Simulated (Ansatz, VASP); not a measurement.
# GaSi4As in two plane-wave programs, part 2 of 3

Wanted: the spread between two codes on one cell, functional and k mesh. The cell is generated by rule, not measured, and may not be a known phase. The cell is taken from a series of runs on this material, whose earlier steps may have relaxed, scaled, displaced or heated it; both programs get it as it stands.

VASP 6.6.1 and Ansatz 0.2.0.

So far: The structure; VASP: relaxation of cell and atoms, PBEsol, pair 1.

### Step 3. Ansatz: relaxation of cell and atoms, PBEsol, pair 1

Level of this step: Ansatz beside VASP: Kohn-Sham DFT, plane waves, PBEsol (Ansatz).

Ansatz runs on its default PAW (the set named soft_2) files.

The same cell, functional, mesh and smearing now go to Ansatz, which takes its cutoff from its data sets.

input.yaml reads:

```yaml
crystal:
  lattice:
    - [2.75167, 2.75167, 0.0]
    - [-2.75167, 2.75167, 0.0]
    - [2.75167, 0.0, 8.255]
  atoms:
    - { symbol: As, position: [0.416667, 0.083333, 0.166667] }
    - { symbol: Ga, position: [0.0, 0.0, 0.0] }
    - { symbol: Si, position: [0.333333, 0.666667, 0.333333] }
    - { symbol: Si, position: [0.75, 0.75, 0.5] }
    - { symbol: Si, position: [0.666667, 0.333333, 0.666667] }
    - { symbol: Si, position: [0.083333, 0.416667, 0.833333] }
kpoints:
  mp_grid: { grid: [6, 6, 6] }
hamiltonian:
  xc: pbesol
scf:
  occupations: { method: gaussian, width: 0.1 }
output:
  forces: true
  stress: true
  eigenvalues: true
relax:
  adjacent_minimum: "off"
  f_tol: 0.05
  max_steps: 80
  cell: { stress_tol: 0.5 }
```

On the command line:

```sh
$ ansatz run input.yaml --threads 8 --pin off --max-ram 14336MiB --backend cpu --events-out ev --progress --plain --runs-dir out
```

Numbers of over 12 decimals in the logs are rounded to 6 here.

The log of the run:

```text
Warning: the atoms were moved onto the symmetric positions of the space group found under crystal.symmetry.tolerance 1.0e-5 (fractional; no operation is sought that the atoms, as they stand in a round, miss by more than twice it, and no atom is moved by as much as it), and the run uses the moved positions. Before a round's move an operation carried an atom to 5.50e-6 Å from where it should land, the largest such dist [...]
The last accepted step is kept in <dir> (removed where the run ends without a failure and the disk answers)
Engine: ansatz 0.2.0, x86_64-unknown-linux-gnu
Pseudopotentials: kind: paw
Pseudopotential: As, paw, valence charge 15, recommended cutoff 420 eV (normal), As.paw.azcp
Pseudopotential: Ga, paw, valence charge 13, recommended cutoff 420 eV (normal), Ga.paw.azcp
Pseudopotential: Si, paw, valence charge 4, recommended cutoff 420 eV (normal), Si.paw.azcp
Functional definition: PBEsol
  exchange = pbesol_x
  correlation = pbesol_c
Crystal: 6 atoms, lattice volume = 125.009 Å³
Basis set: ecut = 420 eV, 2495 PW (Γ), exchange–correlation on 54×54×120 points (8 copies of the dense FFT grid, shifted against one another)
Bands: 28, of which v1, the nominal top of the filled ones, is band 22 counted from 1 (21 counted from 0)
Symmetry: 4 space group operations
Space group: Imm2 (ITA 44), of the structure as read, at distance tolerance 5.0e-5 Å
k-points: 46 of 216 (time reversal used)
Non-local potential: As, projectors of the file, l = 0: 2, l = 1: 2, l = 2: 3, l = 3: 1
Non-local potential: Ga, projectors of the file, l = 0: 2, l = 1: 2, l = 2: 3, l = 3: 1
Non-local potential: Si, projectors of the file, l = 0: 2, l = 1: 2, l = 2: 2
PAW form: soft (Blöchl's): semilocal exchange-correlation on the pseudo side does not see the compensation charge
PAW frozen core: As, regenerated for the run's functional, and the local potential with it (the file was generated under x = pbe(κ = 0.804, μ = 0.219515), c = pbe(β = 0.066725))
PAW frozen core: Ga, regenerated for the run's functional, and the local potential with it (the file was generated under x = pbe(κ = 0.804, μ = 0.219515), c = pbe(β = 0.066725))
PAW frozen core: Si, regenerated for the run's functional, and the local potential with it (the file was generated under x = pbe(κ = 0.804, μ = 0.219515), c = pbe(β = 0.066725))
PAW one-centre angular grid: As, 590 points (default); XC on 64 Gauss nodes
PAW one-centre angular grid: Ga, 590 points (default); XC on 64 Gauss nodes
PAW one-centre angular grid: Si, 110 points (default); XC on 64 Gauss nodes
Initial density: superposition of atomic densities (neutral atoms: chi_scale 0, normalization atom), corrected by the library's trained network
Initial wavefunctions: pseudopotential atomic-orbital guess
Functional: x = pbesol(κ = 0.804, μ = 0.123457), c = pbesol(β = 0.046)
SCF iter   1: F=—  HF=-11042.221574 eV  |F-HF|=—  |Δ(HF+E_count)|=         —  Δρ=3.28e-3  dr2=3.48e-2  ethr=1.77e-3  ⟨swp⟩=6.4  Hψ=6192  notcnv=0
preconditioner: auto → Kerker (q_TF=auto, 2.293 Å⁻¹)  [metal: Δε(μ)=0.086 eV  Ē_g=10.788 eV  σ=0.100 eV  W_gap=0.39  n_scr=26 (ndim 8)  ℏωp=19.4 eV  f_vac=0.000  D(μ)=0.61/eV (n_scr^D=2)]
SCF iter   2: F=—  HF=-11042.215131 eV  |F-HF|=—  |Δ(HF+E_count)|=   6.44e-3  Δρ=2.04e-3  dr2=1.46e-2  ethr=7.91e-5  ⟨swp⟩=1.0  Hψ=1657  notcnv=0
SCF iter   3: F=—  HF=-11042.212240 eV  |F-HF|=—  |Δ(HF+E_count)|=   2.89e-3  Δρ=5.97e-4  dr2=9.77e-4  ethr=3.32e-5  ⟨swp⟩=2.2  Hψ=1636  notcnv=0
SCF iter   4: F=—  HF=-11042.212137 eV  |F-HF|=—  |Δ(HF+E_count)|=   1.02e-4  Δρ=2.72e-4  dr2=2.37e-4  ethr=2.22e-6  ⟨swp⟩=2.0  Hψ=2234  notcnv=0
SCF iter   5: F=—  HF=-11042.212128 eV  |F-HF|=—  |Δ(HF+E_count)|=   9.58e-6  Δρ=1.88e-4  dr2=7.41e-5  ethr=5.40e-7  ⟨swp⟩=2.9  Hψ=2466  notcnv=0
SCF iter   6: F=—  HF=-11042.212059 eV  |F-HF|=—  |Δ(HF+E_count)|=   6.84e-5  Δρ=7.63e-5  dr2=6.87e-6  ethr=1.68e-7  ⟨swp⟩=2.0  Hψ=2024  notcnv=0
SCF iter   7: F=—  HF=-11042.212059 eV  |F-HF|=—  |Δ(HF+E_count)|=   6.23e-8  Δρ=3.10e-5  dr2=3.11e-6  ethr=1.56e-8  ⟨swp⟩=2.0  Hψ=2198  notcnv=0
[...]
Crystal: 6 atoms, lattice volume = 125.365 Å³
Basis set: ecut = 420 eV, 2479 PW (Γ), exchange–correlation on 54×54×120 points (8 copies of the dense FFT grid, shifted against one another)
Initial density: handed on by an earlier stage of this run
Initial wavefunctions: those handed on with the density
iter 1 solved again at ethr=6.17e-5 eV; its pass at ethr=3.10e-3 eV (dr2=2.72e-2 eV) is discarded
SCF iter   1: F=—  HF=-11042.307981 eV  |F-HF|=—  |Δ(HF+E_count)|=         —  Δρ=5.78e-3  dr2=2.72e-2  ethr=6.17e-5  ⟨swp⟩=1.0  Hψ=6827  notcnv=0
preconditioner: auto → Kerker (q_TF=auto, 2.291 Å⁻¹)  [metal: Δε(μ)=0.043 eV  Ē_g=10.718 eV  σ=0.100 eV  W_gap=0.24  n_scr=24 (ndim 8)  ℏωp=19.3 eV  f_vac=0.000  D(μ)=0.51/eV (n_scr^D=2)]
SCF iter   2: F=—  HF=-11042.304716 eV  |F-HF|=—  |Δ(HF+E_count)|=   3.27e-3  Δρ=3.21e-3  dr2=9.23e-3  ethr=6.17e-5  ⟨swp⟩=1.0  Hψ=1288  notcnv=0
SCF iter   3: F=—  HF=-11042.303439 eV  |F-HF|=—  |Δ(HF+E_count)|=   1.28e-3  Δρ=3.22e-4  dr2=1.40e-4  ethr=2.10e-5  ⟨swp⟩=2.7  Hψ=1959  notcnv=0
SCF iter   4: F=—  HF=-11042.303380 eV  |F-HF|=—  |Δ(HF+E_count)|=   5.91e-5  Δρ=1.47e-4  dr2=5.49e-5  ethr=3.19e-7  ⟨swp⟩=2.0  Hψ=2271  notcnv=0
SCF iter   5: F=—  HF=-11042.303374 eV  |F-HF|=—  |Δ(HF+E_count)|=   5.72e-6  Δρ=6.93e-5  dr2=1.91e-5  ethr=1.25e-7  ⟨swp⟩=2.2  Hψ=1665  notcnv=0
SCF iter   6: F=—  HF=-11042.303374 eV  |F-HF|=—  |Δ(HF+E_count)|=   5.74e-7  Δρ=2.96e-5  dr2=2.68e-6  ethr=4.34e-8  ⟨swp⟩=3.0  Hψ=2339  notcnv=0
SCF iter   7: F=—  HF=-11042.303374 eV  |F-HF|=—  |Δ(HF+E_count)|=   4.40e-7  Δρ=1.25e-5  dr2=6.81e-7  ethr=1.36e-9  ⟨swp⟩=7.0  Hψ=6200  notcnv=0
SCF iter   8: F=-11042.303374 eV  HF=-11042.303374 eV  |F-HF|=5.44e-8  |Δ(HF+E_count)|=   1.85e-7  Δρ=5.53e-6  dr2=9.99e-8  ethr=1.36e-9  ⟨swp⟩=4.6  Hψ=4740  notcnv=0
SCF 2 converged in 8 iterations: F = -11042.303374 eV  dr2 = 9.99e-8
relax step   2: F+E_penalty+E_count = -11042.30337369 eV  Δ(F+E_penalty+E_count) = -9.132e-2 eV  max|allowed force component| = 1.643e-1 eV/Å  Δτ_max = 0.0861 Å  P = +0.058 GPa  Ω = 125.365 Å³  energy of the carried Pulay correction = -6.289e-5 eV  (8 SCF iters, dr2 threshold 6.00e-7 eV, accepted)
[...]
relax step   3: F+E_penalty+E_count = -11042.30625421 eV  Δ(F+E_penalty+E_count) = -2.881e-3 eV  max|allowed force component| = 4.546e-2 eV/Å  Δτ_max = 0.0089 Å  P = +0.035 GPa  Ω = 125.433 Å³  energy of the carried Pulay correction = -7.478e-5 eV  (4 SCF iters, dr2 threshold 6.00e-7 eV, accepted)
[...]
relax step   4: F+E_penalty+E_count = -11042.30632709 eV  Δ(F+E_penalty+E_count) = -7.287e-5 eV  max|allowed force component| = 4.540e-2 eV/Å  Δτ_max = 0.0000 Å  P = +0.036 GPa  Ω = 125.433 Å³  stress off target by 1.18e-1 GPa  SCF on the basis re-selected at this cell (its energy is not comparable with the rows above)  (6 SCF iters)
basis re-selected at this cell: Δ(F+E_penalty+E_count) = -7.287e-5 eV, ΔP = +0.001 GPa vs the last step (what re-selecting the basis moved, of the pressure what is left beyond the Pulay correction that the steps carried, after the strain that the cell walked since its last selection, with what the two solves' SCF thresholds leave and, on support functions, any second-order correction that the steps lacked; it is no m [...]
SCF converged after 6 iterations
Free energy (F): -11042.306327 eV
Harris-Foulkes:  -11042.306327 eV  (|F-HF|=8.79e-10)
Internal energy: -11042.303753 eV  (E = F + TS)
E sigma→0 (E₀):  -11042.305040 eV
Entropy (-TS):   -0.002574 eV (-0.429 meV/atom)
Fermi energy:    7.251526 eV
--- Per-component energies (eV) ---
  E_band       = -322.216771
  E_kinetic    = 380.161600
  E_local      = -5481.337244  (includes V_loc(G=0)·N_el)
  E_nonlocal   = -139.681569
  E_hartree    = 2715.505888
  E_xc         = -366.109810
  E_vxc        = -324.907794  (∫ρ·V_xc dr)
  E_paw        = -5736.681978  (= ΣΔE_a)
  E_vpaw       = -187.463314  (= ΣTr[D̂ρ^β])
  E_aug_tail   = -0.000086  (compensation charges beyond the density's cutoff)
  E_ewald      = -2416.116203
  E_core_change = 1.955649  (= ΣΔE_core)
  E_smearing   = -0.002574  (= −TS)
  E_closure    = 0.000000  (closes the sum)
  Σ components = -11042.306327   (vs F -11042.306327, Δ=0.00e0)
--- Forces (eV/Å), atoms counted from 1 ---
  atom   1  As    -0.00000000    -0.00000000     0.02990003
  atom   2  Ga     0.00000000     0.00000000    -0.04155974
  atom   3  Si    -0.00000000    -0.00000000    -0.02051681
  atom   4  Si     0.00000000     0.00000000    -0.01458006
  atom   5  Si    -0.00000000    -0.00000000     0.00134980
  atom   6  Si     0.00000000    -0.00000000     0.04540440
  max |Σ_I F_I| component: 2.38e-6 eV/Å
--- Stress (GPa, compression-positive) ---
        0.043090       0.075161      -0.000000
        0.075161       0.043090      -0.000000
       -0.000000      -0.000000       0.022166
  P = ⅓ Tr σ = 0.0361 GPa (0.361 kbar)
--- Band table (eV; the first three rows and the last of 46) ---
  k-point 0: bands = [... 18 lower, 4.7282, 6.8229, 6.8827, 7.1846, 7.3336, 7.6718, 8.5339, 9.1593, ... 2 higher]
  k-point 1: bands = [... 18 lower, 4.8889, 6.3799, 6.6936, 7.1243, 7.2786, 7.6751, 8.3866, 9.3359, ... 2 higher]
  k-point 2: bands = [... 18 lower, 5.2375, 5.5578, 6.2744, 6.7488, 7.3100, 7.6813, 8.3061, 9.2224, ... 2 higher]
  k-point 45: bands = [... 18 lower, 3.4927, 3.5536, 4.1667, 4.3038, 7.8440, 8.0285, 8.7210, 8.8393, ... 2 higher]
--- Relaxed structure (3 steps of the walk, 3 accepted, 1 SCFs on fresh bases) ---
  F+E_penalty+E_count = -11042.30632709 eV   max|allowed force component| = 4.540e-2 eV/Å   (the final SCF, on the basis selected at the relaxed cell)
  cell:  # Å, volume = 125.4330 Å³
    - [2.753954, 2.753954, -1.0204629317460168e-18]
    - [-2.765645, 2.765645, 3.7148128585143635e-19]
    - [2.759800, -0.00584551, 8.234333]
  atoms:
    - { symbol: As, position: [0.414575, 0.085425, 0.170851] }
    - { symbol: Ga, position: [0.00551091, -0.00551091, -0.011022] }
    - { symbol: Si, position: [0.328383, 0.671617, 0.343235] }
    - { symbol: Si, position: [0.748197, 0.751803, 0.503606] }
    - { symbol: Si, position: [0.667021, 0.332979, 0.665958] }
    - { symbol: Si, position: [0.086314, 0.413686, 0.827372] }
```

### Step 4. Comparison

Known differences besides the potentials themselves: the data sets hold 44 valence electrons in Ansatz (on its default PAW (the set named soft_2) files) and 34 in VASP; the cutoff is 420 eV in Ansatz and 500 eV in VASP; Ansatz makes its cores anew for this functional, VASP keeps those of its PBE data sets; Ansatz adds a Pulay correction to the stress that steers its cell, VASP none. Total energies have different zeros and are not compared.

The two programs side by side:

```
                                         quantity  Ansatz    VASP  difference
                                      volume (Å³)  125.43  125.69     -0.20 %
edge a after relaxation, in the typed setting (Å)   3.895   3.897     -0.07 %
edge b after relaxation, in the typed setting (Å)   3.911   3.915     -0.09 %
edge c after relaxation, in the typed setting (Å)   8.684   8.688     -0.05 %
```

### Step 5. VASP: relaxation of cell and atoms, PBEsol, pair 2

The relaxed volume is the usual yardstick between codes: in a stiff, nearly cubic crystal its relative difference is about their pressure difference at one cell divided by the bulk modulus.

INCAR reads:

```
SYSTEM = GaSi4As
PREC = Accurate
ENCUT = 500
EDIFF = 1E-07
NELM = 120
ISMEAR = 0
SIGMA = 0.1
LREAL = .FALSE.
ALGO = Normal
GGA = PS
NBANDS = 23
LORBIT = 11
LWAVE = .FALSE.
LCHARG = .FALSE.
ISIF = 3
IBRION = 2
NSW = 80
EDIFFG = -0.005
LASPH = .TRUE.
GGA_COMPAT = .FALSE.
NELMIN = 4
KPAR = 2
```

POSCAR reads:

```
GaSi4As
1.0
    2.7503130000      2.7503130000      0.0000000000
   -2.7654490000      2.7654490000      0.0000000000
    2.7578810000     -0.0075680000      8.2505090000
As Ga Si
1 1 4
Direct
    0.4145804823      0.0854193359      0.1708386719
    0.0058043692      0.9941956308      0.9883912617
    0.3285319124      0.6714680876      0.3429361752
    0.7481672949      0.7518328859      0.5036654102
    0.6669421850      0.3330578150      0.6661156300
    0.0859734230      0.4140263952      0.8280527904
```

KPOINTS reads:

```
Automatic mesh
0
Gamma
8 8 8
0 0 0
```

The projector-augmented-wave data sets are As, Ga_d and Si (PBE family, release 64).

On the command line:

```sh
$ mpirun -np 2 vasp_std
```

The log of the run:

```text
[banner, memory and clock lines left out]
running    2 mpi-ranks, on    1 nodes
[...]
[... a notice as in an earlier step ...]

 LDA part: xc-table for (Slater+PW92), standard interpolation
 POSCAR, INCAR and KPOINTS ok, starting setup
[...]
entering main loop
       N       E                     dE             d eps       ncg     rms          rms(c)
DAV:   1     0.177835967076E+03    0.17784E+03   -0.14280E+04  4464   0.151E+03
DAV:   2    -0.119238866009E+02   -0.18976E+03   -0.17988E+03  4753   0.340E+02
DAV:   3    -0.316533873407E+02   -0.19730E+02   -0.19074E+02  5455   0.903E+01
DAV:   4    -0.322721366979E+02   -0.61875E+00   -0.61618E+00  5553   0.172E+01
[...]
DAV:  12    -0.315752870695E+02    0.11941E-05   -0.27561E-05  5473   0.328E-02    0.115E-02
DAV:  13    -0.315752885414E+02   -0.14719E-05   -0.55420E-06  5707   0.133E-02    0.543E-03
DAV:  14    -0.315752885031E+02    0.38280E-07   -0.62527E-07  5534   0.506E-03
   1 F= -.31575289E+02 E0= -.31574512E+02  d E =-.315753E+02
[... from here on, the cycles between the ionic steps are left out ...]
   2 F= -.31575362E+02 E0= -.31574590E+02  d E =-.737719E-04
   3 F= -.31575382E+02 E0= -.31574608E+02  d E =-.931843E-04
   4 F= -.31575381E+02 E0= -.31574608E+02  d E =-.926548E-04
   5 F= -.31575382E+02 E0= -.31574608E+02  d E =-.930591E-04
   6 F= -.31575382E+02 E0= -.31574608E+02  d E =-.932021E-04
   7 F= -.31575390E+02 E0= -.31574619E+02  d E =-.816351E-05
 trial-energy change:   -0.000008  1 .order   -0.000008   -0.000012   -0.000004
 step:   1.3773(harm=  1.3773)  dis= 0.00069  next Energy=   -31.575391 (dE=-0.888E-05)
 reached required accuracy - stopping structural energy minimisation
```

Parts of OUTCAR (step 5):

```text
  Total        0.0008821      0.0008821     -0.0030927      0.0032229      0.0000000      0.0000000
  in kB        0.0112427      0.0112427     -0.0394193      0.0410787      0.0000000      0.0000000
  external PRESSURE =      -0.0056446 kB  Pullay stress =       0.0000000 kB

 POSITION                                       TOTAL-FORCE (eV/Angst)
 -----------------------------------------------------------------------------------
      1.37610      1.37610      1.40923         0.000000     -0.000000     -0.001994
     -0.00717      2.75937      8.15843        -0.000000     -0.000000     -0.001647
     -0.00717      2.75937      2.83209        -0.000000      0.000000      0.002756
      1.36893      4.13547      4.15766         0.000000      0.000000      0.002095
      2.75220      2.75220      5.49848         0.000000      0.000000      0.002906
      1.37610      1.37610      6.83516        -0.000000     -0.000000     -0.004116
 -----------------------------------------------------------------------------------
    total drift:                                0.000155      0.000135      0.000310

  FREE ENERGIE OF THE ION-ELECTRON SYSTEM (eV)
  ---------------------------------------------------
  free  energy   TOTEN  =       -31.5753898687 eV

  energy  without entropy=      -31.5738486620  energy(sigma->0) =      -31.57461927

[... 1 part as in an earlier step ...]

[... 3 further parts left out ...]
[key lines of the parts left out:]
E-fermi :   5.4613
```

### Step 6. Ansatz: relaxation of cell and atoms, PBEsol, pair 2

The same cell, functional, mesh and smearing now go to Ansatz, which takes its cutoff from its data sets.

The cell is taken from a series of runs on this material, whose earlier steps may have relaxed, scaled, displaced or heated it; both programs get it as it stands.

input.yaml reads:

```yaml
crystal:
  lattice:
    - [2.7503128613, 2.7503128613, 0.0]
    - [-2.7654494982, 2.7654494982, 0.0]
    - [2.7578811798, -0.0075683184, 8.2505087568]
  atoms:
    - { symbol: As, position: [0.4145806727, 0.0854193273, 0.1708386547] }
    - { symbol: Ga, position: [0.0058043944, -0.0058043944, -0.0116087888] }
    - { symbol: Si, position: [0.3285318924, 0.6714681076, 0.3429362151] }
    - { symbol: Si, position: [0.7481672852, 0.7518327148, 0.5036654297] }
    - { symbol: Si, position: [0.6669421545, 0.3330578455, 0.6661156911] }
    - { symbol: Si, position: [0.0859736009, 0.4140263991, 0.8280527982] }
kpoints:
  mp_grid: { grid: [8, 8, 8] }
hamiltonian:
  xc: pbesol
scf:
  occupations: { method: gaussian, width: 0.1 }
output:
  forces: true
  stress: true
  eigenvalues: true
relax:
  adjacent_minimum: "off"
  f_tol: 0.005
  max_steps: 80
  cell: { stress_tol: 0.05 }
```

On the command line:

```sh
$ ansatz run input.yaml --threads 8 --pin off --max-ram 14336MiB --backend cpu --events-out ev --progress --plain --runs-dir out
```

The log of the run:

```text
[...]
Crystal: 6 atoms, lattice volume = 125.504 Å³
Basis set: ecut = 420 eV, 2511 PW (Γ), exchange–correlation on 54×54×120 points (8 copies of the dense FFT grid, shifted against one another)
Bands: 28, of which v1, the nominal top of the filled ones, is band 22 counted from 1 (21 counted from 0)
Symmetry: 4 space group operations
[...]
k-points: 95 of 512 (time reversal used)
[...]
- [-2.764687, 2.764687, -5.3744075116100116e-17]
    - [2.758031, -0.00665591, 8.249274]
  atoms:
    - { symbol: As, position: [0.414558, 0.085442, 0.170883] }
    - { symbol: Ga, position: [0.00572784, -0.00572784, -0.011456] }
    - { symbol: Si, position: [0.328510, 0.671490, 0.342979] }
    - { symbol: Si, position: [0.748218, 0.751782, 0.503564] }
    - { symbol: Si, position: [0.666958, 0.333042, 0.666083] }
    - { symbol: Si, position: [0.086027, 0.413973, 0.827946] }
[key lines of the parts left out:]
SCF converged after 6 iterations
Free energy (F): -11042.325573 eV
Fermi energy:    7.259110 eV
P = ⅓ Tr σ = -0.0013 GPa (-0.013 kbar)
```

### Step 7. Side by side

What differs besides the data sets and the points named for the pairs above, as far as they apply: the data sets hold 44 valence electrons in Ansatz (on its default PAW (the set named soft_2) files) and 34 in VASP. Total energies have different zeros and are not compared.

Both answers:

```
                                         quantity  Ansatz    VASP  difference
                                      volume (Å³)  125.50  125.70     -0.16 %
edge a after relaxation, in the typed setting (Å)   3.891   3.892     -0.03 %
edge b after relaxation, in the typed setting (Å)   3.910   3.913     -0.07 %
edge c after relaxation, in the typed setting (Å)   8.698   8.704     -0.06 %
```

(Continued in part 3 of 3.)

[Lines on the potential files, build, host, timing and source positions are cut from VASP's logs without a mark.]

[Logs are printed without paths, hosts, clocks, repeated set-up lines and the standing remarks that a program may print on its own settings, such as how far it seeks lower states.]

[Hosts, paths, dates, database ids (printed as entryN), source tags and the programs' standing remarks are cut or masked in the printed files.]
